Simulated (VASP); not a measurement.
# Na3BrO (Pm-3m): formation energy of the defect Br_i (6-fold void), part 6 of 9

How easily does the defect Br_i (6-fold void) form in Na3BrO (Pm-3m)? The host is relaxed first, then a supercell is run with and without the defect. The start is a computed cell from the Materials Project.

VASP 6.6.1, plane waves and PAW; the level of theory is named at each step.

So far. Step 5 (Relaxing the atoms): The run ended after 2 ionic steps, 0.000 eV below its first step, once the forces on the free atoms met EDIFFG = -0.03. Step 5 (Relaxing the atoms): Energy at zero smearing: -3.23201 eV.

## 6. The defect cell, spin collinear, charge 0 (continued)

Level of this step: PBEsol, spin-polarised, with small moments to start from; plane waves and PAW (Na, Br, O) (VASP).

From OUTCAR (step 6):

```text
   k-points           NKPTS =      1   k-points in BZ     NKDIM =      1   number of bands    NBANDS=    131

   NELECT =     199.0000    total number of electrons

 E-fermi :   1.6028

 spin component 1
 k-point     1 :       0.0000    0.0000    0.0000
  band No.  band energies     occupation
    ...
     97       1.4393      1.00000
     98       1.4427      1.00000
     99       1.4905      0.99925
    100       1.5017      0.99788
    101       3.6038      0.00000
    102       5.4255      0.00000
    103       5.4295      0.00000
    104       5.7537      0.00000
    105       5.7967      0.00000
    106       5.8467      0.00000
    ...

 spin component 2
 k-point     1 :       0.0000    0.0000    0.0000
  band No.  band energies     occupation
    ...
     95       1.4707      0.99991
     96       1.4925      0.99909
     97       1.5420      0.95703
     98       1.5584      0.89522
     99       1.5710      0.81565
    100       1.6177      0.33597
    101       3.6062      0.00000
    102       5.4369      0.00000
    103       5.4423      0.00000
    104       5.7626      0.00000
    ...

  Total        3.6569839      1.8549184      4.7576041     -0.7362174     -0.0105186      0.0035142
  in kB        5.3235569      2.7002480      6.9257554     -1.0717288     -0.0153121      0.0051157
  external PRESSURE =       4.9831867 kB  Pullay stress =       0.0000000 kB

 POSITION                                       TOTAL-FORCE (eV/Angst)
 -----------------------------------------------------------------------------------
      0.02764      2.20763      2.30851        -0.000416     -0.007172     -0.004454
      4.48029      2.29295      2.31202         0.004530      0.000549     -0.005678
      4.56002      6.88450      2.14567        -0.007150      0.001586     -0.003246
     -2.06519      4.49954      2.29271         0.004827      0.000161      0.000320
      2.23702      4.47293      2.28549        -0.007849     -0.006254      0.000244
      6.75448      4.51280      2.30039         0.000404     -0.011311     -0.013042
     -2.09098      2.17619      0.00021         0.013074     -0.008604     -0.005767
      2.25400      2.25566      0.00040        -0.004891     -0.001225     -0.001947
      2.30214      6.43703      0.00040        -0.008938     -0.014497      0.002019
      0.02741      2.21050      6.71196         0.001048     -0.016771      0.003479
      4.48007      2.29399      6.70545         0.003264     -0.000551      0.006309
      4.56000      6.88277      6.87505        -0.006690     -0.002844      0.004743
     -2.06734      4.49949      6.72593         0.002556     -0.001568      0.001918
      2.23676      4.47355      6.73727        -0.004006     -0.023348     -0.005054
      6.75671      4.51004      6.71773        -0.001519      0.019032      0.014775
      6.73715      6.71838      4.51037         0.000255      0.018076      0.002085
      2.25064      2.25307      4.51121        -0.004656      0.004981     -0.004208
      2.29106      6.55925      4.51002        -0.005967     -0.003727      0.011207
     -4.50851      6.60717      2.16267         0.017102     -0.009861      0.006336
      0.00182      6.93128      2.15968         0.005624     -0.003216      0.004001
     -0.05833     11.16569      2.14482         0.003876      0.005749     -0.000513
     -6.75019      9.05314      2.28551         0.001348      0.018470      0.001465
     -2.43480      9.03077      2.28508        -0.006242      0.009324     -0.002800
      2.25194      9.02087      2.62411        -0.002884      0.002118     -0.001101
[...]
-----------------------------------------------------------------------------------
    total drift:                               -0.055534     -0.009499     -0.055589

  FREE ENERGIE OF THE ION-ELECTRON SYSTEM (eV)
  ---------------------------------------------------
  free  energy   TOTEN  =      -219.8128871509 eV

  energy  without entropy=     -219.7804771004  energy(sigma->0) =     -219.79668213

 magnetization (x)
# of ion       s       p       d       tot
------------------------------------------
    1       -0.000  -0.000   0.000  -0.000
    2       -0.000  -0.000   0.000  -0.000
    3       -0.000  -0.000   0.000  -0.001
    4       -0.000   0.000   0.000  -0.000
    5        0.000   0.000   0.000   0.001
    6       -0.000   0.000   0.000   0.000
    7       -0.000   0.000   0.000  -0.000
    8       -0.000   0.000   0.000  -0.000
    9       -0.001   0.001   0.000  -0.000
   10       -0.000  -0.000   0.000  -0.000
   11       -0.000  -0.000   0.000  -0.000
   12       -0.000  -0.000   0.000  -0.001
   13       -0.000   0.000   0.000  -0.000
   14        0.000   0.000   0.000   0.000
   15       -0.000   0.000   0.000   0.000
   16       -0.000   0.000   0.000   0.000
   17       -0.000   0.000   0.000   0.000
   18       -0.001   0.003   0.000   0.002
   19       -0.001  -0.000   0.000  -0.001
   20       -0.001  -0.000   0.000  -0.001
   21       -0.000  -0.000   0.000  -0.001
   22        0.000   0.000   0.000   0.001
   23       -0.000   0.000   0.000  -0.000
[...]
--------------------------------------------------
tot         -0.003   0.799  -0.001   0.795

[... 5 parts as in an earlier step ...]

[... 4 further parts left out ...]
```

Step by step (22 of 28):

```tsv
step	energy less that of the first step (eV)	largest force (eV/Å)
1	0.0000	6.9026
2	-3.3894	2.4876
4	-4.5265	0.7373
5	-4.6175	0.7224
6	-4.7661	0.3335
7	-4.8153	0.2852
9	-4.8615	0.4652
10	-4.9226	0.2708
11	-4.9825	0.2196
13	-5.0265	0.1522
14	-5.0457	0.1630
15	-5.0786	0.1166
16	-5.0839	0.1320
18	-5.1067	0.0963
19	-5.1086	0.1198
20	-5.1249	0.0631
22	-5.1254	0.0996
23	-5.1260	0.0788
24	-5.1325	0.0410
25	-5.1327	0.0490
27	-5.1364	0.0409
28	-5.1381	0.0242
```

The atoms that moved most (Å):

```tsv
atom	dx	dy	dz	length
Br43	0.864	-0.109	-0.035	0.871
Br45	-0.837	0.093	0.017	0.842
Na24	0.035	0.023	0.351	0.353
Na9	0.020	-0.330	0.023	0.332
Na33	0.006	-0.001	-0.329	0.329
Na25	0.019	0.309	0.019	0.310
Na34	-0.039	0.207	0.004	0.211
Na18	0.036	-0.205	0.000	0.209
```

This step gave:

```
electronic cycles                                 : 570
electrons                                         : 199
free energy (TOTEN)                               : -219.8129 eV
energy at zero smearing                           : -219.7967 eV
Fermi energy                                      : 1.603 eV
moment of the cell, from the last line of the log : 0.9948 μB
```

Spin moment in the PAW sphere by element, in μB:

```tsv
element	atoms	mean	spread (r.m.s.)	least	largest
Na	36	0.000	0.001	-0.001	0.002
Br	13	0.007	0.020	0.000	0.077
O	12	0.059	0.049	0.008	0.129
```

The atoms nearest the centre:

```tsv
atom	distance (Å)	spin moment in the PAW sphere (μB)
Br49	0.01	0.077
Na25	2.58	0.000
Na9	2.58	0.000
Na33	2.61	-0.001
Na24	2.62	-0.001
Br45	3.14	0.004
Br43	3.14	0.004
O59	3.27	0.126
O55	3.27	0.127
O56	3.27	0.128
O52	3.27	0.129
Na20	3.76	-0.001
Na29	3.76	-0.001
Na19	3.76	-0.001
```

Spin density in the ac plane at fractional y = 0.583, through the centre, with atoms of Na and Br and O within 0.45 Å of it.

Values in e/Å³, 13 rows by 16 columns, each cell a mean:
```
0.000 0.000 0.000 0.000 0.000 0.000 0.000 0.000 0.000 0.000 0.000 0.001 0.012 0.026 0.015 0.001
0.000 0.000 0.000 0.000 0.001 0.003 0.002 0.000 0.000 0.000 0.000 0.001 0.007 0.016 0.008 0.001
0.000 0.000 0.000 0.000 0.008 0.041 0.011 0.000 0.000 0.000 0.000 0.000 0.000 0.001 0.000 0.000
0.000 0.000 0.000 0.000 0.008 0.046 0.012 0.000 0.000 0.000 0.000 0.000 0.000 0.000 0.000 0.000
0.000 0.000 0.000 0.000 0.002 0.008 0.003 0.000 0.000 0.000 0.000 0.000 0.000 0.000 0.000 0.000
0.000 0.000 0.000 0.000 0.000 0.000 0.000 0.000 0.000 0.000 0.000 0.000 0.000 0.000 0.000 0.000
0.000 0.000 0.000 0.000 0.000 0.000 0.000 0.000 0.000 0.000 0.000 0.000 0.000 0.000 0.000 0.000
0.000 0.000 0.000 0.000 0.000 0.001 0.001 0.000 0.000 0.000 0.000 0.000 0.000 0.000 0.000 0.000
0.000 0.000 0.000 0.000 0.005 0.023 0.007 0.000 0.000 0.000 0.000 0.000 0.000 0.000 0.000 0.000
0.000 0.000 0.000 0.000 0.009 0.053 0.013 0.000 0.000 0.000 0.000 0.000 0.000 0.000 0.000 0.000
0.000 0.000 0.000 0.000 0.005 0.020 0.006 0.000 0.000 0.000 0.000 0.000 0.002 0.004 0.002 0.000
0.000 0.000 0.000 0.000 0.000 0.001 0.001 0.000 0.000 0.000 0.000 0.001 0.012 0.029 0.015 0.001
0.000 0.000 0.000 0.000 0.000 0.000 0.000 0.000 0.000 0.000 0.000 0.000 0.005 0.002 0.006 0.000
```
Columns run along a (10.1 Å), rows up along c (9.0 Å). Atoms in or near the plane, at fractional coordinates: Na at (0.83, 0.29), Na at (0.33, 0.00), Na at (0.83, 0.71), Na at (0.33, 0.50), Br at (0.83, 0.00), O at (0.33, 0.25), O at (0.33, 0.74).

Valence density in the ac plane at fractional y = 0.583, through the centre, with atoms of Na and Br and O within 0.45 Å of it. It is the smooth field of the valence electrons, not physical close to the nuclei.

Values in e/Å³, 13 rows by 16 columns, each cell a mean:
```
0.1 0.1 0.1 0.1 0.0 0.0 0.0 0.0 0.1 0.1 0.1 0.2 0.8 0.9 0.9 0.2
0.0 0.0 0.0 0.1 0.1 0.3 0.2 0.1 0.0 0.0 0.0 0.1 0.2 0.4 0.3 0.1
0.0 0.0 0.0 0.1 1.0 3.5 1.4 0.1 0.0 0.0 0.0 0.0 0.0 0.0 0.0 0.0
0.0 0.0 0.0 0.1 1.4 4.7 1.8 0.2 0.0 0.0 0.0 0.0 0.0 0.0 0.0 0.0
0.1 0.1 0.0 0.1 0.2 0.5 0.3 0.1 0.0 0.1 0.1 0.1 0.0 0.0 0.0 0.1
0.3 0.3 0.1 0.0 0.0 0.0 0.0 0.0 0.1 0.2 0.3 0.2 0.1 0.0 0.1 0.2
0.5 0.4 0.1 0.0 0.0 0.0 0.0 0.0 0.1 0.3 0.5 0.3 0.1 0.0 0.1 0.2
0.2 0.2 0.1 0.0 0.1 0.1 0.1 0.0 0.1 0.2 0.2 0.1 0.0 0.0 0.0 0.1
0.0 0.0 0.0 0.1 0.6 1.7 0.7 0.1 0.0 0.0 0.0 0.0 0.0 0.0 0.0 0.0
0.0 0.0 0.0 0.1 1.6 5.7 2.1 0.2 0.0 0.0 0.0 0.0 0.0 0.0 0.0 0.0
0.0 0.0 0.0 0.1 0.5 1.4 0.6 0.1 0.0 0.0 0.0 0.0 0.1 0.1 0.1 0.0
0.0 0.1 0.1 0.0 0.1 0.1 0.1 0.0 0.1 0.1 0.0 0.1 0.5 0.8 0.5 0.1
0.1 0.1 0.1 0.1 0.0 0.0 0.0 0.0 0.1 0.1 0.1 0.3 0.9 0.4 1.0 0.3
```
Columns run along a (10.1 Å), rows up along c (9.0 Å). Atoms in or near the plane, at fractional coordinates: Na at (0.83, 0.29), Na at (0.33, 0.00), Na at (0.83, 0.71), Na at (0.33, 0.50), Br at (0.83, 0.00), O at (0.33, 0.25), O at (0.33, 0.74).

The run ended after 28 ionic steps, 5.138 eV below its first step, once the forces on the free atoms met EDIFFG = -0.03.

After the relaxation Br lies 0.01 Å from the centre of its site, and its nearest atoms are 4 Na at 2.58 to 2.62 Å.

(Part 6 of 9 ends here.)

[Lines on the potential files, build, host, timing and source positions are cut from VASP's logs without a mark.]

[Logs are printed without paths, hosts, clocks, repeated set-up lines and the standing remarks that a program may print on its own settings, such as how far it seeks lower states.]

[Hosts, paths, dates, database ids (printed as entryN), source tags and the programs' standing remarks are cut or masked in the printed files.]

[In band tables of VASP the shares of atoms and orbitals are scaled to a sum of 1 inside the atoms' spheres.]

[Runs that stopped without an error message from VASP are left out.]
